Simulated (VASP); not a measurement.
The input files of a VASP run:

### KPOINTS
```
Automatic mesh
0
Gamma
8 8 8
0 0 0
```

File POSCAR:
```
Eu
1
   -2.3358000000     2.3358000000     2.3358000000
    2.3358000000    -2.3358000000     2.3358000000
    2.3358000000     2.3358000000    -2.3358000000
Eu
1
Direct
  0.0000000000   0.0000000000   0.0000000000
```

**INCAR**
```
SYSTEM = Eu
PREC = Accurate
ENCUT = 400
EDIFF = 1E-6
NELM = 3
ALGO = Normal
LREAL = .FALSE.
LASPH = .TRUE.
ISMEAR = 1
SIGMA = 0.1
GGA = PE
LMAXMIX = 6
LWAVE = .FALSE.
LCHARG = .FALSE.
ISIF = 2
```

POTCAR, in this order: Eu_2 (PBE.64 set). Program: vasp_std.

Output of the run:

File standard output:
```
 POSCAR found type information on POSCAR Eu
 POSCAR found :  1 types and       1 ions
 Reading from existing POTCAR
 Reading from existing POTCAR
 LDA part: xc-table for (Slater+PW92), standard interpolation
 POSCAR, INCAR and KPOINTS ok, starting setup
 WAVECAR not read
 entering main loop
       N       E                     dE             d eps       ncg     rms          rms(c)
DAV:   1     0.696725301528E+01    0.69673E+01   -0.35051E+03   496   0.678E+02
DAV:   2    -0.171354646667E+01   -0.86808E+01   -0.84376E+01   728   0.910E+01
DAV:   3    -0.180770891878E+01   -0.94162E-01   -0.83501E-01   648   0.694E+00

 -----------------------------------------------------------------------------
|                                                                             |
|           W    W    AA    RRRRR   N    N  II  N    N   GGGG   !!!           |
|           W    W   A  A   R    R  NN   N  II  NN   N  G    G  !!!           |
|           W    W  A    A  R    R  N N  N  II  N N  N  G       !!!           |
|           W WW W  AAAAAA  RRRRR   N  N N  II  N  N N  G  GGG   !            |
|           WW  WW  A    A  R   R   N   NN  II  N   NN  G    G                |
|           W    W  A    A  R    R  N    N  II  N    N   GGGG   !!!           |
|                                                                             |
|     The electronic self-consistency was not achieved in the given           |
|     number of steps (NELM). The forces and other quantities evaluated       |
|     might not be reliable so examine the results carefully. If you find     |
|     spurious results, we suggest increasing NELM, if you were close to      |
|     convergence or switching to a different ALGO or adjusting the           |
|     density mixing parameters otherwise.                                    |
|                                                                             |
 -----------------------------------------------------------------------------

   1 F= -.18077089E+01 E0= -.18081098E+01  d E =0.120267E-02
```

OUTCAR:
```
------------------------ aborting loop EDIFF was not reached (unconverged)  ----------------------------
  FORCE on cell =-STRESS in cart. coord.  units (eV):
  Direction    XX          YY          ZZ          XY          YZ          ZX
  --------------------------------------------------------------------------------------
  Total       -0.1618358     -0.1618358     -0.1618358      0.0000000      0.0000000      0.0000000
  in kB       -5.0864914     -5.0864914     -5.0864914      0.0000000      0.0000000      0.0000000
  external PRESSURE =      -5.0864914 kB  Pullay stress =       0.0000000 kB
  volume of cell :       50.98
      direct lattice vectors                 reciprocal lattice vectors
    -2.335800000  2.335800000  2.335800000     0.000000000  0.214059423  0.214059423
     2.335800000 -2.335800000  2.335800000     0.214059423  0.000000000  0.214059423
     2.335800000  2.335800000 -2.335800000     0.214059423  0.214059423  0.000000000
 POSITION                                       TOTAL-FORCE (eV/Angst)
 -----------------------------------------------------------------------------------
      0.00000      0.00000      0.00000        -0.000000     -0.000000      0.000000
 -----------------------------------------------------------------------------------
    total drift:                                0.000000      0.000000      0.000000
  FREE ENERGIE OF THE ION-ELECTRON SYSTEM (eV)
  ---------------------------------------------------
  free  energy   TOTEN  =        -1.8077089188 eV

  energy  without entropy=       -1.8089115887  energy(sigma->0) =       -1.80810981
```
(Selected blocks of OUTCAR.)

### Question
Read input and log: which fault does this run have?
A. the lattice vectors carry noise near SYMPREC
B. the lattice vectors form a left-handed set
C. selective dynamics freezes every atom
D. NELM is too small, so the electronic loop ends before EDIFF is met

### Answer
D, NELM is too small, so the electronic loop ends before EDIFF is met. Convergence was not reached. Against the sound run, the energy per atom (σ→0) rises by 0.018 eV/atom; the pressure rises by 0.95 GPa.

To mend it, set NELM = 100.

The mended run (PBE GGA, plane waves, VASP's PBE PAW potentials (set 64)) converges, and its OSZICAR ends with
```
   1 F= -.18260089E+01 E0= -.18265171E+01  d E =0.152435E-02
```

The compound is Eu in the bcc structure. The cell was not relaxed at this level. The 4f electrons are frozen in the core of the lanthanide potential, so 4f levels, which can set the real gap, and their magnetism are missing.
